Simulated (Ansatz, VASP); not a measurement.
## Cross-check of C (Graphite) between VASP and Ansatz

One calculation is typed for both programs; each brings its own data sets. How far apart do they land? The cell is taken from a series of runs on this material, whose earlier steps may have relaxed, scaled, displaced or heated it; both programs get it as it stands.

Main program and level: Ansatz 0.2.0; plane waves, with VASP 6.6.1 beside it; zone-centre phonons at PBE.

## 1. Set-up

The structure is hexagonal, space group P6_3/mmc (No. 194). The conventional cell has a = 2.466 Å, b = 2.466 Å, c = 8.682 Å, α = 90.00°, β = 90.00°, γ = 120.00°. Nearest to C lie 3 C at 1.42 Å. Nearest to C lie 3 C at 1.42 Å.

## 2. Ansatz: zone-centre phonons, PBE

Ansatz runs on its default PAW (the set named soft_2) files.

Second derivatives magnify differences that forces hide, and they need a tight electronic threshold.

input.yaml

```yaml
crystal:
  lattice:
    - [2.4664951618, 0.0, 0.0]
    - [-1.2332475809, 2.1360474684, 0.0]
    - [0.0, 0.0, 8.682273948]
  atoms:
    - { symbol: C, position: [0.0, 0.0, 0.75] }
    - { symbol: C, position: [0.0, 0.0, 0.25] }
    - { symbol: C, position: [0.3333333333, 0.6666666667, 0.75] }
    - { symbol: C, position: [0.6666666667, 0.3333333333, 0.25] }
kpoints:
  mp_grid: { grid: [24, 24, 6] }
hamiltonian:
  xc: pbe
scf:
  occupations: { method: methfessel_paxton, width: 0.2 }
output:
  eigenvalues: true
phonons:
  method: dfpt
```

On the command line:

```console
$ ansatz run input.yaml --threads 8 --pin off --max-ram 14336MiB --backend cpu --events-out ev --progress --plain --runs-dir out
```

Numbers of over 12 decimals in the logs are rounded to 6 here.

Log:

```text
zone centre: on kpoints.mp_grid the ground state, and the responses unless they are solved on pairs of k-points, stand on 628 of the mesh's 3456 k-points, reduced under 4 symmetry operations, with k and −k counted as one. Each operation leaves every solved displacement unchanged or reverses it
Engine: ansatz 0.2.0, aarch64-unknown-linux-gnu
Pseudopotentials: kind: paw
Pseudopotential: C, paw, valence charge 4, recommended cutoff 420 eV (normal), C.paw.azcp
Functional definition: PBE
  parameter kappa = 0.804
  parameter beta = 0.066725
  exchange = pbe_x(kappa = kappa, mu = beta*pi^2/3)
  correlation = pbe_c(beta = beta)
Crystal: 4 atoms, lattice volume = 45.743 Å³
Basis set: ecut = 420 eV, 851 PW (Γ), exchange–correlation on 36×36×120 points (8 copies of the dense FFT grid, shifted against one another)
Bands: 12, of which v1, the nominal top of the filled ones, is band 8 counted from 1 (7 counted from 0)
Symmetry: 24 space group operations
k-points: 628 of 3456 (irreducible under 4 space group operations, time reversal used)
Non-local potential: C, projectors of the file, l = 0: 2, l = 1: 2, l = 2: 1
PAW form: soft (Blöchl's): semilocal exchange-correlation on the pseudo side does not see the compensation charge
PAW one-centre angular grid: C, 110 points (default); XC on 64 Gauss nodes
Initial density: superposition of atomic densities (neutral atoms: chi_scale 0, normalization atom), corrected by the library's trained network
Initial wavefunctions: pseudopotential atomic-orbital guess
Functional: x = pbe(κ = 0.804, μ = 0.219515), c = pbe(β = 0.066725)
SCF iter   1: F=—  HF=-1003.776316 eV  |F-HF|=—  |Δ(HF+E_count)|=         —  Δρ=4.02e-3  dr2=8.61e-3  ethr=1.77e-3  ⟨swp⟩=5.0  Hψ=43097  notcnv=0
preconditioner: auto → none  [metal: Δε(μ)=0.057 eV  Ē_g=15.322 eV  σ=0.200 eV  W_gap=0.23  n_scr=6 (ndim 8)  ℏωp=22.0 eV  f_vac=0.254  D(μ)=0.10/eV (n_scr^D=0)  sad-step TF]
SCF iter   2: F=—  HF=-1003.776036 eV  |F-HF|=—  |Δ(HF+E_count)|=   2.79e-4  S|Δr|=    0.00e0  Δρ=2.44e-3  dr2=4.39e-3  ethr=5.38e-5  ⟨swp⟩=1.2  Hψ=12891  notcnv=0
SCF iter   3: F=—  HF=-1003.775452 eV  |F-HF|=—  |Δ(HF+E_count)|=   5.84e-4  S|Δr|=    0.00e0  Δρ=4.03e-4  dr2=8.03e-5  ethr=2.75e-5  ⟨swp⟩=2.0  Hψ=13288  notcnv=0
SCF iter   4: F=—  HF=-1003.775475 eV  |F-HF|=—  |Δ(HF+E_count)|=   2.30e-5  S|Δr|=    0.00e0  Δρ=2.05e-4  dr2=1.51e-5  ethr=5.02e-7  ⟨swp⟩=2.7  Hψ=12844  notcnv=0
SCF iter   5: F=—  HF=-1003.775472 eV  |F-HF|=—  |Δ(HF+E_count)|=   2.93e-6  S|Δr|=    0.00e0  Δρ=7.25e-5  dr2=1.42e-6  ethr=9.43e-8  ⟨swp⟩=2.0  Hψ=11707  notcnv=0
SCF iter   6: F=—  HF=-1003.775472 eV  |F-HF|=—  |Δ(HF+E_count)|=   8.60e-8  S|Δr|=    0.00e0  Δρ=1.02e-5  dr2=2.40e-8  ethr=8.89e-9  ⟨swp⟩=2.3  Hψ=11917  notcnv=0
SCF iter   7: F=—  HF=-1003.775472 eV  |F-HF|=—  |Δ(HF+E_count)|=   3.58e-8  S|Δr|=    0.00e0  Δρ=7.51e-7  dr2=1.53e-10  ethr=1.50e-10  ⟨swp⟩=2.4  Hψ=12537  notcnv=0
SCF iter   8: F=-1003.775472 eV  HF=-1003.775472 eV  |F-HF|=2.50e-12  |Δ(HF+E_count)|=  3.06e-10  S|Δr|=    0.00e0  Δρ=1.19e-7  dr2=2.65e-12  ethr=1.00e-12  ⟨swp⟩=6.9  Hψ=39077  notcnv=0
SCF 1 converged in 8 iterations: F = -1003.775472 eV  dr2 = 2.65e-12
  greatest PAW one-centre occupation: 0.672 electrons in one spin orbital (limit 2), on the C atom at site 1 (counted from 0), in its partial waves of l = 0
DFPT response loops at Γ: preconditioner auto → none (partly filled bands, converged f_vac=0.255); β = 0.50; Broyden in place of MSR1
SCF converged after 8 iterations
Stability not checked: this state was not tested for a lower state beside it, because cold or Methfessel-Paxton smearing, or corrected tetrahedra, fill the levels in a way that the test cannot read (fill_not_monotonic; see scf.lower_state_search)
Free energy (F): -1003.775472 eV
Harris-Foulkes:  -1003.775472 eV  (|F-HF|=2.50e-12)
Internal energy: -1003.774850 eV  (E = F + TS)
E sigma→0 (E₀):  -1003.775317 eV
Entropy (-TS):   -0.000623 eV (-0.156 meV/atom)
Fermi energy:    4.445204 eV
--- Per-component energies (eV) ---
  E_band       = -75.217232
  E_kinetic    = 363.202491
  E_local      = -930.804942  (includes V_loc(G=0)·N_el)
  E_nonlocal   = 109.136922
  E_hartree    = 323.957496
  E_xc         = -191.839915
  E_vxc        = -237.479040  (∫ρ·V_xc dr)
  E_paw        = -397.354130  (= ΣΔE_a)
  E_vpaw       = -27.187672  (= ΣTr[D̂ρ^β])
  E_aug_tail   = 0.000028  (compensation charges beyond the density's cutoff)
  E_ewald      = -280.072799
  E_smearing   = -0.000623  (= −TS)
  E_closure    = 0.000000  (closes the sum)
  Σ components = -1003.775472   (vs F -1003.775472, Δ=0.00e0)
--- Band table (eV; the first three rows and the last of 628) ---
  k-point 0: bands = [... 4 lower, 1.3986, 1.3986, 1.3990, 1.3990, 7.4805, 10.6226, 12.7656, 12.7656]
  k-point 1: bands = [... 4 lower, 1.3987, 1.3987, 1.3989, 1.3989, 7.6229, 10.2427, 12.7659, 12.7659]
  k-point 2: bands = [... 4 lower, 1.3982, 1.3982, 1.3986, 1.3986, 8.0352, 9.4638, 12.7660, 12.7660]
  k-point 627: bands = [... 4 lower, -4.5167, -4.5167, 1.7074, 1.7074, 7.2583, 7.2583, 13.9564, 13.9564]
--- Phonons (Γ-DFPT): 4 representative perturbations + reference, on 628 of 3456 k-points (Σ response iterations 12) ---
  k mesh reduced under 4 symmetry operations, with k and −k counted as one. Each operation leaves every solved displacement unchanged or reverses it
  ASR residual: 8.649e-4 → 0.000e0 eV/Å²; symmetrization residual: 1.116e-7 eV/Å²
  ASR residual per site (eV/Å²): 8.65e-4 8.65e-4 3.66e-4 3.66e-4
  Γ frequencies (cm⁻¹): 0.00 0.00 0.00 6.65 6.65 23.54 871.94 872.13 1536.13 1536.13 1536.22 1536.22
  non-analytic LO–TO correction: not included (Born effective charges unavailable; polar crystals: no LO–TO splitting at Γ)
```

Reading the cycles: dr2 is the Hartree energy of the density residual (eV), the measure of convergence; HF is the Harris–Foulkes estimate of the energy, which meets the free energy F at convergence.

## 3. VASP: zone-centre phonons, PBE

The same cell, functional, mesh and smearing now go to VASP, with its own data sets.

Lines of VASP's logs that name or quote its potential files are left out, and so is its time.

INCAR

```
SYSTEM = C
PREC = Accurate
ENCUT = 600
EDIFF = 1E-08
NELM = 120
ISMEAR = 1
SIGMA = 0.2
LREAL = .FALSE.
ALGO = Normal
GGA = PE
NBANDS = 14
LORBIT = 11
LWAVE = .FALSE.
LCHARG = .FALSE.
ISIF = 2
IBRION = 8
LASPH = .TRUE.
GGA_COMPAT = .FALSE.
KPAR = 2
```

POSCAR

```
C
1.0
    2.4664951618      0.0000000000      0.0000000000
   -1.2332475809      2.1360474684      0.0000000000
    0.0000000000      0.0000000000      8.6822739480
C
4
Direct
    0.0000000000      0.0000000000      0.7500000000
    0.0000000000      0.0000000000      0.2500000000
    0.3333333333      0.6666666667      0.7500000000
    0.6666666667      0.3333333333      0.2500000000
```

KPOINTS

```
Automatic mesh
0
Gamma
24 24 6
0 0 0
```

The projector-augmented-wave data sets are C (PBE family, release 64).

On the command line:

```console
$ mpirun -np 2 vasp_std
```

Log:

```text
[banner, memory and clock lines left out]
running    2 mpi-ranks, on    1 nodes
 distrk:  each k-point on    1 cores,    2 groups
 distr:  one band on    1 cores,    1 groups

 POSCAR found type information on POSCAR C
 POSCAR found :  1 types and       4 ions
 LDA part: xc-table for (Slater+PW92), standard interpolation
 POSCAR, INCAR and KPOINTS ok, starting setup
 FFT: planning ... GRIDC
 FFT: planning ... GRID_SOFT
 FFT: planning ... GRID
 WAVECAR not read
 entering main loop
       N       E                     dE             d eps       ncg     rms          rms(c)
DAV:   1     0.626005961395E+02    0.62601E+02   -0.84747E+03  6856   0.115E+03
DAV:   2    -0.342953414281E+02   -0.96896E+02   -0.86041E+02  9336   0.220E+02
DAV:   3    -0.393420701970E+02   -0.50467E+01   -0.49948E+01  8854   0.507E+01
DAV:   4    -0.394115182697E+02   -0.69448E-01   -0.69368E-01  8670   0.695E+00
DAV:   5    -0.394131874180E+02   -0.16691E-02   -0.16689E-02  8750   0.104E+00    0.888E+00
DAV:   6    -0.375548138536E+02    0.18584E+01   -0.14651E+00  7606   0.788E+00    0.521E+00
DAV:   7    -0.369045419549E+02    0.65027E+00   -0.18626E+00  7372   0.888E+00    0.141E+00
DAV:   8    -0.369159645600E+02   -0.11423E-01   -0.49368E-02  7522   0.155E+00    0.183E-01
DAV:   9    -0.369155586110E+02    0.40595E-03   -0.13238E-03  8836   0.258E-01    0.102E-01
DAV:  10    -0.369159775757E+02   -0.41896E-03   -0.10032E-03  7204   0.226E-01    0.483E-02
DAV:  11    -0.369159794052E+02   -0.18295E-05   -0.12879E-05  8832   0.278E-02    0.653E-03
DAV:  12    -0.369159822144E+02   -0.28093E-05   -0.19070E-06  7534   0.141E-02    0.223E-03
DAV:  13    -0.369159821123E+02    0.10216E-06   -0.20009E-07  8308   0.340E-03    0.222E-04
DAV:  14    -0.369159821010E+02    0.11257E-07   -0.58978E-09  6804   0.626E-04    0.302E-04
DAV:  15    -0.369159821278E+02   -0.26787E-07   -0.12104E-09  5216   0.307E-04    0.240E-05
DAV:  16    -0.369159821283E+02   -0.47316E-09   -0.17004E-10  4682   0.118E-04
   1 F= -.36915982E+02 E0= -.36915774E+02  d E =-.623187E-03
 Linear response reoptimize wavefunctions to high precision
DAV:   1    -0.369159821298E+02   -0.15445E-08   -0.40029E-11  5096   0.542E-05
DAV:   2    -0.369159821298E+02   -0.17280E-10   -0.12123E-11  4472   0.258E-05
 Linear response DOF=           4
 Linear response progress:
  Degree of freedom:   1/  4
       N       E                     dE             d eps       ncg     rms          rms(c)
RMM:   1    -0.130838420174E+00   -0.13084E+00    0.52256E-03 74077   0.234E+00
RMM:   2    -0.117050329402E+00    0.13788E-01    0.78697E-03 53972   0.518E-01    0.233E-01
RMM:   3    -0.117667894430E+00   -0.61757E-03    0.61172E-03 51755   0.185E-01    0.127E-01
RMM:   4    -0.118789046042E+00   -0.11212E-02    0.57377E-03 48882   0.182E-01    0.148E-02
RMM:   5    -0.119413050566E+00   -0.62400E-03   -0.52434E-04 57840   0.284E-02    0.188E-03
RMM:   6    -0.119367587859E+00    0.45463E-04   -0.20713E-05 58470   0.369E-03    0.749E-04
RMM:   7    -0.119357959675E+00    0.96282E-05    0.18007E-05 57966   0.112E-03    0.190E-04
RMM:   8    -0.119358141085E+00   -0.18141E-06    0.22860E-05 59623   0.405E-04    0.309E-05
RMM:   9    -0.119359693619E+00   -0.15525E-05    0.40118E-06 61570   0.146E-04    0.937E-06
RMM:  10    -0.119359381111E+00    0.31251E-06    0.29911E-06 62900   0.804E-05    0.541E-06
RMM:  11    -0.119359329168E+00    0.51943E-07    0.95857E-07 59543   0.697E-05    0.485E-07
RMM:  12    -0.119359319658E+00    0.95103E-08    0.87367E-08 56801   0.617E-05    0.382E-07
 first order change of Fermi-energy  -0.35303E-04
 force on displaced ion       1 direction 1 : -52.434   0.007   0.000
 Linear response progress:
  Degree of freedom:   2/  4
       N       E                     dE             d eps       ncg     rms          rms(c)
RMM:   1    -0.142002157696E+00   -0.14200E+00    0.60390E-02 17070   0.206E+00
RMM:   2    -0.142472373698E+00   -0.47022E-03   -0.19890E-03 15005   0.298E-01    0.185E-01
RMM:   3    -0.142293937953E+00    0.17844E-03   -0.59973E-04 13757   0.153E-01    0.958E-02
RMM:   4    -0.142511969372E+00   -0.21803E-03   -0.29229E-04 14817   0.108E-01    0.206E-02
RMM:   5    -0.142342568620E+00    0.16940E-03   -0.18916E-05 15438   0.263E-02    0.262E-03
RMM:   6    -0.142338667431E+00    0.39012E-05   -0.43454E-07 16828   0.418E-03    0.954E-04
RMM:   7    -0.142327560178E+00    0.11107E-04   -0.72212E-08 15369   0.170E-03    0.239E-04
RMM:   8    -0.142331112634E+00   -0.35525E-05   -0.96445E-09 16692   0.734E-04    0.696E-05
RMM:   9    -0.142330767799E+00    0.34484E-06   -0.34540E-09 17043   0.222E-04    0.288E-05
RMM:  10    -0.142331181710E+00   -0.41391E-06   -0.19065E-08 16669   0.111E-04    0.738E-06
RMM:  11    -0.142331122394E+00    0.59316E-07   -0.13508E-08 17670   0.717E-05    0.126E-06
RMM:  12    -0.142331130064E+00   -0.76706E-08   -0.14883E-09 16122   0.553E-05    0.505E-07
 first order change of Fermi-energy   0.25537E-04
 force on displaced ion       1 direction 3 :   0.000  -0.000 -16.757
 Linear response progress:
  Degree of freedom:   3/  4
       N       E                     dE             d eps       ncg     rms          rms(c)
RMM:   1    -0.130960453195E+00   -0.13096E+00    0.40256E-03 74092   0.234E+00
RMM:   2    -0.119549667063E+00    0.11411E-01   -0.17068E-02 53831   0.518E-01    0.233E-01
RMM:   3    -0.119138908985E+00    0.41076E-03   -0.85374E-03 51776   0.185E-01    0.127E-01
RMM:   4    -0.120162302699E+00   -0.10234E-02   -0.79356E-03 48849   0.182E-01    0.148E-02
RMM:   5    -0.119318274006E+00    0.84403E-03    0.48535E-04 57802   0.284E-02    0.188E-03
RMM:   6    -0.119368166831E+00   -0.49893E-04    0.33992E-05 58404   0.369E-03    0.748E-04
RMM:   7    -0.119361754792E+00    0.64120E-05    0.41461E-05 57931   0.112E-03    0.191E-04
RMM:   8    -0.119367027509E+00   -0.52727E-05   -0.31410E-06 59466   0.407E-04    0.310E-05
RMM:   9    -0.119364961425E+00    0.20661E-05    0.12651E-05 61429   0.148E-04    0.970E-06
RMM:  10    -0.119365439450E+00   -0.47803E-06    0.29883E-06 62833   0.812E-05    0.538E-06
RMM:  11    -0.119365418990E+00    0.20461E-07    0.28715E-07 59488   0.704E-05    0.546E-07
RMM:  12    -0.119365450121E+00   -0.31132E-07   -0.83246E-07 56258   0.624E-05    0.273E-07
RMM:  13    -0.119365461168E+00   -0.11047E-07   -0.12361E-06 37579   0.606E-05    0.120E-07
RMM:  14    -0.119365457572E+00    0.35963E-08   -0.13067E-06 33965   0.604E-05    0.748E-08
 first order change of Fermi-energy   0.39502E-04
 force on displaced ion       3 direction 1 : -52.399   0.003   0.000
 Linear response progress:
  Degree of freedom:   4/  4
       N       E                     dE             d eps       ncg     rms          rms(c)
RMM:   1    -0.142024451436E+00   -0.14202E+00    0.60340E-02 17055   0.206E+00
RMM:   2    -0.142493618001E+00   -0.46917E-03   -0.19855E-03 14971   0.298E-01    0.185E-01
RMM:   3    -0.142315203928E+00    0.17841E-03   -0.59898E-04 13493   0.154E-01    0.958E-02
RMM:   4    -0.142534511532E+00   -0.21931E-03   -0.29422E-04 14353   0.108E-01    0.206E-02
RMM:   5    -0.142365445910E+00    0.16907E-03   -0.19044E-05 15237   0.267E-02    0.265E-03
RMM:   6    -0.142361359467E+00    0.40864E-05   -0.35321E-07 16895   0.419E-03    0.973E-04
RMM:   7    -0.142350082688E+00    0.11277E-04   -0.66303E-08 15439   0.171E-03    0.237E-04
RMM:   8    -0.142353613498E+00   -0.35308E-05   -0.12891E-08 16720   0.734E-04    0.685E-05
RMM:   9    -0.142353284331E+00    0.32917E-06   -0.15794E-08 17219   0.222E-04    0.286E-05
RMM:  10    -0.142353698968E+00   -0.41464E-06   -0.69149E-08 16388   0.110E-04    0.734E-06
RMM:  11    -0.142353630128E+00    0.68840E-07   -0.57570E-09 17603   0.712E-05    0.157E-06
RMM:  12    -0.142353644622E+00   -0.14494E-07   -0.15215E-08 16718   0.545E-05    0.515E-07
RMM:  13    -0.142353647097E+00   -0.24747E-08   -0.84741E-09 13277   0.521E-05    0.136E-07
 first order change of Fermi-energy   0.22069E-04
 force on displaced ion       3 direction 3 :   0.000  -0.000 -16.752
 Linear response finished
```

[end of part 1 of 2]

[Lines on the potential files, build, host, timing and source positions are cut from VASP's logs without a mark.]

[Logs are printed without paths, hosts, clocks, repeated set-up lines and the standing remarks that a program may print on its own settings, such as how far it seeks lower states.]

[Hosts, paths, dates, database ids (printed as entryN), source tags and the programs' standing remarks are cut or masked in the printed files.]
